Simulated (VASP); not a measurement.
Output of a VASP run:

### OUTCAR
```
 ion  position               nearest neighbor table
   1  0.000  0.000  0.000-   2 1.54   2 1.54   2 1.54   2 1.54
   2  0.250  0.250  0.250-   1 1.54   1 1.54   1 1.54   1 1.54
  LATTYP: Found a face centered cubic cell.
 ALAT       =     3.5661420000
 Subroutine PRICEL returns:
 Original cell was already a primitive cell.
 Subroutine GETGRP returns: Found 24 space group operations
The static configuration has the point symmetry T_d .
The dynamic configuration has the point symmetry T_d .
 Subroutine INISYM returns: Found 24 space group operations
 Subroutine IBZKPT returns following result:
 Found      8 irreducible k-points:

 Following reciprocal coordinates:
            Coordinates               Weight
  0.000000  0.000000  0.000000      1.000000
  0.250000  0.000000  0.000000      8.000000
  0.500000  0.000000  0.000000      4.000000
  0.250000  0.250000  0.000000      6.000000
  0.500000  0.250000  0.000000     24.000000
 -0.250000  0.250000  0.000000     12.000000
  0.500000  0.500000  0.000000      3.000000
 -0.250000  0.500000  0.250000      6.000000
   k-points           NKPTS =      8   k-points in BZ     NKDIM =      8   number of bands    NBANDS=      8
   number of dos      NEDOS =    301   number of ions     NIONS =      2
   total plane-waves  NPLWV =   2744
   dimension x,y,z NGX =    14 NGY =   14 NGZ =   14
   dimension x,y,z NGXF=    28 NGYF=   28 NGZF=   28
   ions per type =               1   1
   PREC   = normal    normal or accurate (medium, high low for compatibility)
   ISTART =      0    job   : 0-new  1-cont  2-samecut
   ICHARG =      2    charge: 1-file 2-atom 10-const
   ISPIN  =      1    spin polarized calculation?
   LNONCOLLINEAR =      F non collinear calculations
   LSORBIT =      F    spin-orbit coupling
   INIWAV =      1    electr: 0-lowe 1-rand  2-diag
   ENCUT  =  500.0 eV  36.75 Ry    6.06 a.u.   4.60  4.60  4.60*2*pi/ulx,y,z
   NELM   =    100;   NELMIN=  2; NELMDL= -5     # of ELM steps
   EDIFF  = 0.1E-07   stopping-criterion for ELM
   LREAL  =      F    real-space projection
   NLSPLINE    = F    spline interpolate recip. space projectors
   LMAXMIX     =    2 max onsite mixed and CHGCAR
   VOSKOWN=      0    Vosko Wilk Nusair interpolation
   EDIFFG = 0.1E-06   stopping-criterion for IOM
   NSW    =      0    number of steps for IOM
   NBLOCK =      1;   KBLOCK =      1    inner block; outer block
   IBRION =     -1    ionic relax: 0-MD 1-quasi-New 2-CG
   NFREE  =      0    steps in history (QN), initial steepest desc. (CG)
   ISIF   =      2    stress and relaxation
   ISYM   =      2    0-nonsym 1-usesym 2-fastsym
   TEIN   =    0.0    initial temperature
   TEBEG  =    0.0;   TEEND  =   0.0 temperature during run
   SMASS  =  -3.00    Nose mass-parameter (am)
   PSTRESS=    0.0 pullay stress
   NELECT =       8.0000    total number of electrons
   EFERMI =   0.00;   METHOD = LEGACY
   ISMEAR =     0;   SIGMA  =   0.01  broadening in eV -4-tet -1-fermi 0-gaus
   IALGO  =     38    algorithm
   LDIAG  =      T    sub-space diagonalisation (order eigenvalues)
   IMIX   =      4    mixing-type and parameters
     AMIX     =   0.40;   BMIX     =  1.00
     AMIX_MAG =   1.60;   BMIX_MAG =  1.00
     AMIN     =   0.10
   GGA     = PE    functional components
   VOSKOWN =     0    Vosko Wilk Nusair interpolation
   LHFCALC =     F    Hartree Fock is set to
   LHFONE  =     F    Hartree Fock one center treatment
   AEXX    =    0.0000 exact exchange contribution
   IVDW    =     0    specifies the selected vdW correction
   LEPSILON=     F    determine dielectric tensor
   LRPA    =     F    only Hartree local field effects (RPA)
  energy-cutoff  :      500.00
  volume of cell :       11.34
      direct lattice vectors                 reciprocal lattice vectors
     0.000000000  1.783071000  1.783071000    -0.280415082  0.280415082  0.280415082
     1.783071000  0.000000000  1.783071000     0.280415082 -0.280415082  0.280415082
     1.783071000  1.783071000  0.000000000     0.280415082  0.280415082 -0.280415082
 k-point     1 :   0.0000 0.0000 0.0000  plane waves:     283
 k-point     2 :   0.2500 0.0000 0.0000  plane waves:     296
...
```

OSZICAR:
```
       N       E                     dE             d eps       ncg     rms          rms(c)
DAV:   1     0.316853695227E+02    0.31685E+02   -0.49469E+03   128   0.106E+03
DAV:   2    -0.176227829805E+02   -0.49308E+02   -0.46729E+02   176   0.287E+02
DAV:   3    -0.183975695896E+02   -0.77479E+00   -0.77479E+00   176   0.368E+01
DAV:   4    -0.184003106110E+02   -0.27410E-02   -0.27410E-02   176   0.209E+00
DAV:   5    -0.184003117148E+02   -0.11038E-05   -0.11038E-05   168   0.510E-02    0.618E+00
DAV:   6    -0.174592314979E+02    0.94108E+00   -0.33075E+00   192   0.221E+01    0.251E+00
DAV:   7    -0.173615046858E+02    0.97727E-01   -0.11625E-01   184   0.446E+00    0.127E+00
DAV:   8    -0.173447115565E+02    0.16793E-01   -0.47108E-02   192   0.262E+00    0.162E-01
DAV:   9    -0.173451394508E+02   -0.42789E-03   -0.93443E-04   152   0.426E-01    0.285E-02
DAV:  10    -0.173451317046E+02    0.77462E-05   -0.29159E-05   176   0.706E-02    0.952E-03
DAV:  11    -0.173451357655E+02   -0.40608E-05   -0.55485E-06   136   0.279E-02    0.197E-03
DAV:  12    -0.173451357152E+02    0.50294E-07   -0.30795E-07   176   0.777E-03    0.483E-04
DAV:  13    -0.173451357619E+02   -0.46750E-07   -0.48012E-08   160   0.296E-03    0.255E-04
DAV:  14    -0.173451357570E+02    0.49615E-08   -0.44082E-09    64   0.102E-03
   1 F= -.17345136E+02 E0= -.17345136E+02  d E =-.491009E-55
```

OUTCAR:
```
------------------------ aborting loop because EDIFF is reached ----------------------------------------
  FORCE on cell =-STRESS in cart. coord.  units (eV):
  Direction    XX          YY          ZZ          XY          YZ          ZX
  --------------------------------------------------------------------------------------
  Total        1.4464791      1.4464791      1.4464791     -0.0000000      0.0000000     -0.0000000
  in kB      204.4027958    204.4027958    204.4027958     -0.0000000      0.0000000     -0.0000000
  external PRESSURE =     204.4027958 kB  Pullay stress =       0.0000000 kB
  volume of cell :       11.34
      direct lattice vectors                 reciprocal lattice vectors
     0.000000000  1.783071000  1.783071000    -0.280415082  0.280415082  0.280415082
     1.783071000  0.000000000  1.783071000     0.280415082 -0.280415082  0.280415082
     1.783071000  1.783071000  0.000000000     0.280415082  0.280415082 -0.280415082
  FREE ENERGIE OF THE ION-ELECTRON SYSTEM (eV)
  ---------------------------------------------------
  free  energy   TOTEN  =       -17.3451357570 eV

  energy  without entropy=      -17.3451357570  energy(sigma->0) =      -17.34513576
```
(Selected blocks of OUTCAR.)

**POSCAR**
```
BN
1
    0.0000000000     1.7830710000     1.7830710000
    1.7830710000     0.0000000000     1.7830710000
    1.7830710000     1.7830710000     0.0000000000
B N
1 1
Direct
  0.0000000000   0.0000000000   0.0000000000
  0.2500000000   0.2500000000   0.2500000000
```

Reconstruct the remaining input files.

This is not unique; one that fits is the input of the run itself, PBE GGA, plane waves, VASP's PBE PAW potentials (set 64).

KPOINTS:
```
kpoints
0
G
 4 4 4
```

INCAR:
```
SYSTEM = BN
PREC = Normal
ENCUT = 500
EDIFF = 1E-8
NELM = 100
ALGO = Normal
LREAL = .FALSE.
LASPH = .TRUE.
ISMEAR = 0
SIGMA = 0.01
GGA = PE
LWAVE = .TRUE.
LCHARG = .FALSE.
```

POTCAR, in this order: B_GW N_GW_new (PBE.64 set). Program: vasp_std.

The compound is BN in the zinc blende structure. This cell is one point of a volume scan, at 0.96 of the reference volume. The k-mesh is coarse (spacing up to 0.76 per Å, 2π included), so the numbers may not be converged in it.
